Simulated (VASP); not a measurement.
Na:

```
Na
1.0
    -2.14100    2.14100    2.14100
     2.14100   -2.14100    2.14100
     2.14100    2.14100   -2.14100
Na
1
Direct
  0.00000 0.00000 0.00000
```

```yaml
Program: VASP 6.6.1
Task: relaxation of cell and atoms
Functional: PBE
Dispersion: D3(BJ)
Potentials_or_basis: VASP PAW PBE potentials, release 64 (Na_pv)
Cutoff: 600 eV
k_mesh: 14 × 14 × 14
Occupations: methfessel-paxton, width 0.1 eV
Spin: no spin polarisation
```

At the start: pressure -1.0 GPa; volume 39.26 Å³/atom.

Problem. How do energy, volume and symmetry change on relaxing?

Solution. Over 3 steps the energy falls by 18.5 meV/atom and the volume is 33.93 Å³/atom (-13.6 %); space group Im-3m (No. 229, to 0.05 Å).

Step by step:
```csv
step,energy change (eV),largest force (eV/Å),pressure (GPa),volume (Å³)
1,0.0000,0.0000,-1.00,39.26
2,-0.0077,0.0000,-0.83,37.88
3,-0.0185,0.0000,-0.02,33.93
```

Final structure:
```
Na
1.0
    -2.03938    2.03938    2.03938
     2.03938   -2.03938    2.03938
     2.03938    2.03938   -2.03938
Na
1
Direct
  0.00000 0.00000 0.00000
```

Caveat: the volume moved by -14 % from the deposited cell, more than functionals usually miss; pairwise dispersion overbinds metals, which lowers pressure and volume.
